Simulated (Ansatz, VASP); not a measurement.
## NaB: VASP beside Ansatz

The input INCAR:

```
SYSTEM = NaB
  PREC = Accurate
  ENCUT = 520
  EDIFF = 1E-6
  ISMEAR = 0
  SIGMA = 0.2
  LREAL = .False.
  LASPH = .True.
  NELM = 80
  ALGO = Normal
  ISIF = 2
  LWAVE = .False.
  LCHARG = .False.
  GGA = PE
  NBANDS = 30
```

The input KPOINTS:

```
Automatic mesh
0
Gamma
  8 4 4
  0 0 0
```

POSCAR

```
NaB
1.0
    0.0000000000      0.0000000000      3.1390799138
    6.2781598276      0.0000000000      0.0000000000
    0.0000000000      6.2781598276      0.0000000000
Na B
4 4
Direct
    0.5000000000      0.2500000000      0.2500000000
    0.5000000000      0.2500000000      0.7500000000
    0.5000000000      0.7500000000      0.2500000000
    0.5000000000      0.7500000000      0.7500000000
    0.0000000000      0.0000000000      0.5000000000
    0.0000000000      0.0000000000      1.0000000000
    0.0000000000      0.5000000000      0.5000000000
    0.0000000000      0.5000000000      1.0000000000
```

Input for Ansatz:

```yaml
crystal:
  lattice:
    - [0.0, 0.0, 3.1390799138]
    - [6.2781598276, 0.0, 0.0]
    - [0.0, 6.2781598276, 0.0]
  atoms:
    - { symbol: Na, position: [0.5, 0.25, 0.25] }
    - { symbol: Na, position: [0.5, 0.25, 0.75] }
    - { symbol: Na, position: [0.5, 0.75, 0.25] }
    - { symbol: Na, position: [0.5, 0.75, 0.75] }
    - { symbol: B, position: [0.0, 0.0, 0.5] }
    - { symbol: B, position: [0.0, 0.0, 1.0] }
    - { symbol: B, position: [0.0, 0.5, 0.5] }
    - { symbol: B, position: [0.0, 0.5, 1.0] }
basis:
  ecutwfc: 420
kpoints:
  mp_grid: { grid: [8, 4, 4] }
hamiltonian:
  xc: pbe
scf:
  occupations: { method: gaussian, width: 0.2 }
  lower_state_search: "off"
output:
  forces: true
  stress: true
  eigenvalues: true
```

Alike in both runs: task single point; functional PBE; k mesh 8 × 4 × 4; occupations gaussian, width 0.2 eV; no spin polarisation.

|  | VASP | Ansatz |
| --- | --- | --- |
| version | VASP 6.6.1 | Ansatz 0.2.0 |
| potentials or method | VASP PAW PBE potentials, release 64 (Na_pv, B) | scalar-relativistic, plane waves, PAW |
| plane-wave cutoff (eV) | 520 | 420 |
| valence electrons in the cell | 40 | 48 |

|  | VASP | Ansatz | Ansatz less VASP |
| --- | --- | --- | --- |
| gap on the k mesh at the Fermi level (eV) | none | none | - |
| pressure (GPa) | 0.1 | 0.0 | -0.05 |

A gap of «none» marks a metal or a gap that the smearing closes. The functional is the same, so the differences come from potentials, cutoffs and numerics. The two sets of potentials don't hold the same shells in valence.
